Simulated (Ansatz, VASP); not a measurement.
**Cross-check of SiCl3 between VASP and Ansatz**

One calculation is typed for both programs; each brings its own data sets. How far apart do they land? The cell is generated by rule, not measured, and may not be a known phase. The cell is taken from a series of runs on this material, whose earlier steps may have relaxed, scaled, displaced or heated it; both programs get it as it stands.

Method: plane waves, with VASP 6.6.1 beside it; zone-centre phonons at PBE, in Ansatz 0.2.0.

The structure was built from a prototype and need not be the compound's stable phase.

## 1. The structure

It takes space group P4mm (No. 99, tetragonal). Conventional cell: a = 4.601 Å, b = 4.601 Å, c = 6.595 Å, α = 90.00°, β = 90.00°, γ = 90.00°. Si has 5 Cl at 2.05 to 2.37 Å nearest. Cl has 2 Si at 2.37 Å nearest. Nearest to Cl lie 1 Si at 2.05 Å. Farther neighbours and most contacts between anions are not listed.

Coordinates:

```cif
data_structure
_symmetry_space_group_name_H-M 'P4mm'
_symmetry_Int_Tables_number 99
_cell_length_a 4.6008
_cell_length_b 4.6008
_cell_length_c 6.5953
_cell_angle_alpha 90.000
_cell_angle_beta 90.000
_cell_angle_gamma 90.000
_cell_volume 139.60
loop_
_atom_site_label
_atom_site_type_symbol
_atom_site_symmetry_multiplicity
_atom_site_Wyckoff_symbol
_atom_site_fract_x
_atom_site_fract_y
_atom_site_fract_z
_atom_site_occupancy
Si1 Si 1 a 0.00000 0.00000 0.09337 1
Cl1 Cl 2 c 0.50000 0.00000 0.00575 1
Cl2 Cl 1 a 0.00000 0.00000 0.40479 1
```

## 2. VASP: zone-centre phonons, PBE

Second derivatives magnify differences that forces hide, and they need a tight electronic threshold.

Lines of VASP's logs that name or quote its potential files are left out, and so is its time.

INCAR reads:

```
SYSTEM = SiCl3
PREC = Accurate
ENCUT = 500
EDIFF = 1E-08
NELM = 120
ISMEAR = 1
SIGMA = 0.2
LREAL = .FALSE.
ALGO = Normal
GGA = PE
NBANDS = 18
LORBIT = 11
LWAVE = .FALSE.
LCHARG = .FALSE.
ISIF = 2
IBRION = 8
LASPH = .TRUE.
GGA_COMPAT = .FALSE.
KPAR = 2
```

POSCAR reads:

```
SiCl3
1.0
    4.6007781252      0.0000000000      0.0000000000
    0.0000000000      4.6007781252      0.0000000000
    0.0000000000      0.0000000000      6.5952754891
Si Cl
1 3
Direct
    0.0000000000      0.0000000000      0.0933685397
    0.5000000000      0.0000000000      0.0057479374
    0.0000000000      0.5000000000      0.0057479374
    0.0000000000      0.0000000000      0.4047886397
```

KPOINTS reads:

```
Automatic mesh
0
Gamma
10 10 8
0 0 0
```

PAW data sets: Si and Cl (PBE family, release 64).

On the command line:

```sh
$ mpirun -np 2 vasp_std
```

Numbers of over 12 decimals in the logs are rounded to 6 here.

Output:

```text
[banner, memory and clock lines left out]
running    2 mpi-ranks, on    1 nodes
 distrk:  each k-point on    1 cores,    2 groups
 distr:  one band on    1 cores,    1 groups

 POSCAR found type information on POSCAR SiCl
 POSCAR found :  2 types and       4 ions
 LDA part: xc-table for (Slater+PW92), standard interpolation
 POSCAR, INCAR and KPOINTS ok, starting setup
 FFT: planning ... GRIDC
 FFT: planning ... GRID_SOFT
 FFT: planning ... GRID
 WAVECAR not read
 entering main loop
       N       E                     dE             d eps       ncg     rms          rms(c)
DAV:   1     0.166539459681E+03    0.16654E+03   -0.96603E+03  3780   0.106E+03
DAV:   2     0.230055824801E+01   -0.16424E+03   -0.16040E+03  5116   0.209E+02
DAV:   3    -0.140858762089E+02   -0.16386E+02   -0.16324E+02  4640   0.767E+01
DAV:   4    -0.143446155462E+02   -0.25874E+00   -0.25851E+00  5282   0.112E+01
DAV:   5    -0.143498220853E+02   -0.52065E-02   -0.52060E-02  5048   0.156E+00    0.117E+01
DAV:   6    -0.139981311526E+02    0.35169E+00   -0.60670E-01  4448   0.420E+00    0.722E+00
DAV:   7    -0.139776164279E+02    0.20515E-01   -0.31402E-01  4926   0.304E+00    0.136E+00
DAV:   8    -0.139718428153E+02    0.57736E-02   -0.44580E-02  4476   0.126E+00    0.407E-01
DAV:   9    -0.139720179341E+02   -0.17512E-03   -0.19918E-03  4590   0.297E-01    0.190E-01
DAV:  10    -0.139721072951E+02   -0.89361E-04   -0.29048E-04  5076   0.103E-01    0.831E-02
DAV:  11    -0.139721359539E+02   -0.28659E-04   -0.32723E-05  4446   0.404E-02    0.195E-02
DAV:  12    -0.139721385539E+02   -0.26001E-05   -0.35535E-06  5386   0.138E-02    0.854E-03
DAV:  13    -0.139721391646E+02   -0.61068E-06   -0.26642E-06  4174   0.119E-02    0.465E-03
DAV:  14    -0.139721393048E+02   -0.14020E-06   -0.20320E-07  5440   0.314E-03    0.241E-03
DAV:  15    -0.139721394509E+02   -0.14607E-06   -0.83208E-08  4546   0.172E-03    0.823E-04
DAV:  16    -0.139721393854E+02    0.65447E-07   -0.17835E-08  3808   0.106E-03    0.353E-04
DAV:  17    -0.139721394106E+02   -0.25191E-07   -0.51574E-09  2358   0.511E-04    0.182E-04
DAV:  18    -0.139721394094E+02    0.12001E-08   -0.65334E-10  2174   0.200E-04
   1 F= -.13972139E+02 E0= -.13971139E+02  d E =-.300125E-02
 Linear response reoptimize wavefunctions to high precision
DAV:   1    -0.139721394013E+02    0.81191E-08   -0.25175E-10  2356   0.114E-04
DAV:   2    -0.139721394013E+02   -0.52296E-11   -0.49317E-11  2150   0.493E-05
 Linear response DOF=           7
 Linear response progress:
  Degree of freedom:   1/  7
       N       E                     dE             d eps       ncg     rms          rms(c)
RMM:   1    -0.202957790770E-01   -0.20296E-01    0.24197E-02 22366   0.878E-01
RMM:   2    -0.192089226249E-01    0.10869E-02   -0.10876E-03 15318   0.206E-01    0.218E-01
RMM:   3    -0.190016135140E-01    0.20731E-03   -0.95728E-05 15620   0.529E-02    0.129E-01
RMM:   4    -0.188202405821E-01    0.18137E-03   -0.97596E-05 15252   0.567E-02    0.134E-02
RMM:   5    -0.187836650402E-01    0.36576E-04   -0.16223E-05 15829   0.185E-02    0.230E-03
RMM:   6    -0.187880269352E-01   -0.43619E-05   -0.48493E-07 15727   0.434E-03    0.132E-03
RMM:   7    -0.187884149361E-01   -0.38800E-06   -0.13080E-07 15542   0.211E-03    0.543E-04
RMM:   8    -0.187869836785E-01    0.14313E-05   -0.30409E-08 16206   0.820E-04    0.173E-04
RMM:   9    -0.187864654621E-01    0.51822E-06   -0.40748E-10 15474   0.394E-04    0.783E-05
RMM:  10    -0.187864916977E-01   -0.26236E-07    0.30533E-09 16691   0.792E-05    0.244E-05
RMM:  11    -0.187865007694E-01   -0.90717E-08    0.19654E-09 15889   0.618E-05    0.771E-06
 first order change of Fermi-energy   0.94949E-06
 force on displaced ion       1 direction 1 :   1.349   0.000  -0.000
 Linear response progress:
  Degree of freedom:   2/  7
       N       E                     dE             d eps       ncg     rms          rms(c)
RMM:   1    -0.285503922857E-01   -0.28550E-01   -0.11771E-02  9922   0.986E-01
RMM:   2    -0.222394883775E-01    0.63109E-02   -0.20330E-03  6215   0.284E-01    0.285E-01
RMM:   3    -0.213409036851E-01    0.89858E-03   -0.66971E-04  6570   0.110E-01    0.152E-01
RMM:   4    -0.208717251373E-01    0.46918E-03   -0.33717E-04  6686   0.829E-02    0.443E-02
RMM:   5    -0.207535360016E-01    0.11819E-03   -0.64719E-05  6587   0.407E-02    0.130E-02
RMM:   6    -0.207550822240E-01   -0.15462E-05   -0.76571E-06  6522   0.120E-02    0.525E-03
RMM:   7    -0.207621289523E-01   -0.70467E-05   -0.26716E-06  6565   0.741E-03    0.214E-03
RMM:   8    -0.207638160558E-01   -0.16871E-05   -0.51269E-07  6692   0.191E-03    0.662E-04
RMM:   9    -0.207631724655E-01    0.64359E-06   -0.20092E-07  6686   0.101E-03    0.217E-04
RMM:  10    -0.207631481701E-01    0.24295E-07   -0.75595E-08  6799   0.375E-04    0.705E-05
RMM:  11    -0.207632491859E-01   -0.10102E-06   -0.41765E-08  6816   0.119E-04    0.228E-05
RMM:  12    -0.207633054526E-01   -0.56267E-07   -0.27497E-08  6978   0.413E-05    0.719E-06
RMM:  13    -0.207632898741E-01    0.15578E-07   -0.11914E-09  6854   0.201E-05    0.249E-06
RMM:  14    -0.207632885460E-01    0.13281E-08   -0.15682E-08  6587   0.135E-05    0.119E-06
 first order change of Fermi-energy   0.35830E+01
 force on displaced ion       1 direction 3 :   0.000  -0.000 -20.349
 Linear response progress:
  Degree of freedom:   3/  7
[...]
RMM:   5    -0.199243535793E+00    0.15330E-03   -0.23938E-05 14658   0.232E-02    0.381E-03
RMM:   6    -0.199281872296E+00   -0.38337E-04   -0.95032E-07 15506   0.511E-03    0.206E-03
RMM:   7    -0.199298883915E+00   -0.17012E-04   -0.18185E-07 15665   0.239E-03    0.379E-04
RMM:   8    -0.199294734104E+00    0.41498E-05   -0.74945E-09 15957   0.607E-04    0.179E-04
RMM:   9    -0.199293885191E+00    0.84891E-06   -0.19836E-08 16411   0.359E-04    0.151E-04
RMM:  10    -0.199294053750E+00   -0.16856E-06   -0.31606E-08 16785   0.106E-04    0.641E-05
RMM:  11    -0.199294085562E+00   -0.31812E-07    0.74625E-09 16386   0.602E-05    0.153E-05
RMM:  12    -0.199294191432E+00   -0.10587E-06    0.21772E-09 16664   0.425E-05    0.268E-06
RMM:  13    -0.199294176857E+00    0.14575E-07    0.98751E-08 16364   0.337E-05    0.113E-06
RMM:  14    -0.199294187052E+00   -0.10195E-07   -0.55530E-09 15135   0.317E-05    0.428E-07
RMM:  15    -0.199294186204E+00    0.84718E-09    0.12752E-08 11750   0.310E-05    0.214E-07
 first order change of Fermi-energy   0.82913E-05
 force on displaced ion       2 direction 1 :  -1.878   0.000   0.001
 Linear response progress:
  Degree of freedom:   4/  7
       N       E                     dE             d eps       ncg     rms          rms(c)
RMM:   1    -0.200988015694E+00   -0.20099E+00   -0.11795E-02 18587   0.252E+00
RMM:   2    -0.199427824632E+00    0.15602E-02   -0.33565E-03 14654   0.341E-01    0.784E-02
RMM:   3    -0.199518261541E+00   -0.90437E-04   -0.10362E-04 15438   0.622E-02    0.470E-02
RMM:   4    -0.199785729842E+00   -0.26747E-03   -0.12446E-05 15813   0.226E-02    0.601E-03
RMM:   5    -0.199836558542E+00   -0.50829E-04   -0.44006E-07 16165   0.415E-03    0.200E-03
RMM:   6    -0.199848975156E+00   -0.12417E-04   -0.16846E-07 14797   0.197E-03    0.367E-04
RMM:   7    -0.199843054590E+00    0.59206E-05   -0.12029E-09 15046   0.579E-04    0.125E-04
RMM:   8    -0.199841890022E+00    0.11646E-05    0.14995E-08 16200   0.251E-04    0.433E-05
RMM:   9    -0.199842373643E+00   -0.48362E-06    0.22820E-08 15922   0.880E-05    0.153E-05
RMM:  10    -0.199842426975E+00   -0.53332E-07    0.98283E-08 16523   0.558E-05    0.531E-06
RMM:  11    -0.199842487430E+00   -0.60455E-07   -0.15086E-08 16916   0.397E-05    0.213E-06
RMM:  12    -0.199842487881E+00   -0.45025E-09    0.74650E-08 15148   0.351E-05    0.798E-07
 first order change of Fermi-energy   0.55426E-04
 force on displaced ion       2 direction 2 :   0.000  -2.473  -0.000
 Linear response progress:
  Degree of freedom:   5/  7
       N       E                     dE             d eps       ncg     rms          rms(c)
RMM:   1    -0.208810415509E+00   -0.20881E+00   -0.84605E-03 13753   0.256E+00
RMM:   2    -0.207487841646E+00    0.13226E-02   -0.29579E-03 10149   0.336E-01    0.851E-02
RMM:   3    -0.207586692903E+00   -0.98851E-04   -0.93422E-05 10841   0.634E-02    0.488E-02
RMM:   4    -0.207795685736E+00   -0.20899E-03   -0.30097E-05 11238   0.288E-02    0.104E-02
RMM:   5    -0.207822987911E+00   -0.27302E-04   -0.14286E-06 11379   0.759E-03    0.387E-03
RMM:   6    -0.207818550821E+00    0.44371E-05   -0.10353E-07 11424   0.213E-03    0.168E-03
RMM:   7    -0.207817097445E+00    0.14534E-05   -0.46572E-08 11330   0.112E-03    0.348E-04
RMM:   8    -0.207815784858E+00    0.13126E-05   -0.17360E-08 11710   0.469E-04    0.144E-04
RMM:   9    -0.207814996922E+00    0.78794E-06   -0.10481E-08 11570   0.251E-04    0.489E-05
RMM:  10    -0.207814999867E+00   -0.29451E-08   -0.74615E-11 11912   0.930E-05    0.174E-05
 first order change of Fermi-energy  -0.77162E+00
 force on displaced ion       2 direction 3 :   0.000   0.000  -2.534
 Linear response progress:
  Degree of freedom:   6/  7
       N       E                     dE             d eps       ncg     rms          rms(c)
RMM:   1    -0.200281293153E+00   -0.20028E+00   -0.99425E-03 18788   0.248E+00
RMM:   2    -0.198965936863E+00    0.13154E-02   -0.27837E-03 14377   0.318E-01    0.767E-02
RMM:   3    -0.199060946820E+00   -0.95010E-04   -0.97825E-05 15373   0.625E-02    0.470E-02
RMM:   4    -0.199300352363E+00   -0.23941E-03   -0.49481E-05 16016   0.382E-02    0.831E-03
RMM:   5    -0.199305867351E+00   -0.55150E-05   -0.12065E-06 15961   0.714E-03    0.392E-03
RMM:   6    -0.199305362782E+00    0.50457E-06   -0.19075E-07 15885   0.250E-03    0.670E-04
RMM:   7    -0.199306898211E+00   -0.15354E-05   -0.26785E-08 16141   0.749E-04    0.234E-04
RMM:   8    -0.199307860649E+00   -0.96244E-06   -0.63487E-09 15878   0.353E-04    0.897E-05
RMM:   9    -0.199307175059E+00    0.68559E-06   -0.17175E-09 16051   0.173E-04    0.218E-05
RMM:  10    -0.199307357848E+00   -0.18279E-06    0.16947E-08 16284   0.625E-05    0.142E-05
RMM:  11    -0.199307341299E+00    0.16548E-07    0.13077E-07 16381   0.480E-05    0.281E-06
RMM:  12    -0.199307341568E+00   -0.26879E-09   -0.43157E-08 16271   0.341E-05    0.124E-06
 first order change of Fermi-energy   0.15425E-04
 force on displaced ion       4 direction 1 :  -1.282   0.000   0.000
 Linear response progress:
  Degree of freedom:   7/  7
       N       E                     dE             d eps       ncg     rms          rms(c)
RMM:   1    -0.212140304284E+00   -0.21214E+00    0.50614E-02  7892   0.267E+00
RMM:   2    -0.209945165008E+00    0.21951E-02   -0.39593E-03  6022   0.389E-01    0.333E-01
RMM:   3    -0.210217420667E+00   -0.27226E-03   -0.12025E-03  5962   0.151E-01    0.149E-01
RMM:   4    -0.210614093203E+00   -0.39667E-03   -0.40711E-04  6524   0.811E-02    0.398E-02
RMM:   5    -0.210472440764E+00    0.14165E-03   -0.58813E-05  6511   0.392E-02    0.138E-02
RMM:   6    -0.210498175235E+00   -0.25734E-04   -0.50775E-06  6596   0.102E-02    0.688E-03
RMM:   7    -0.210453480831E+00    0.44694E-04   -0.28161E-06  6535   0.932E-03    0.208E-03
RMM:   8    -0.210464024004E+00   -0.10543E-04   -0.32442E-07  6771   0.232E-03    0.989E-04
RMM:   9    -0.210466861228E+00   -0.28372E-05   -0.11164E-07  6658   0.140E-03    0.456E-04
RMM:  10    -0.210463851026E+00    0.30102E-05    0.80174E-09  6767   0.476E-04    0.133E-04
RMM:  11    -0.210463469117E+00    0.38191E-06    0.14554E-08  6764   0.180E-04    0.367E-05
RMM:  12    -0.210463439520E+00    0.29597E-07    0.19759E-08  6927   0.742E-05    0.965E-06
RMM:  13    -0.210463438567E+00    0.95276E-09   -0.21014E-08  6818   0.485E-05    0.314E-06
 first order change of Fermi-energy  -0.20399E+01
 force on displaced ion       4 direction 3 :   0.000   0.000 -16.143
 Linear response finished
```

(Part 1 of 2 ends here.)

[Lines on the potential files, build, host, timing and source positions are cut from VASP's logs without a mark.]

[Logs are printed without paths, hosts, clocks, repeated set-up lines and the standing remarks that a program may print on its own settings, such as how far it seeks lower states.]

[Hosts, paths, dates, database ids (printed as entryN), source tags and the programs' standing remarks are cut or masked in the printed files.]
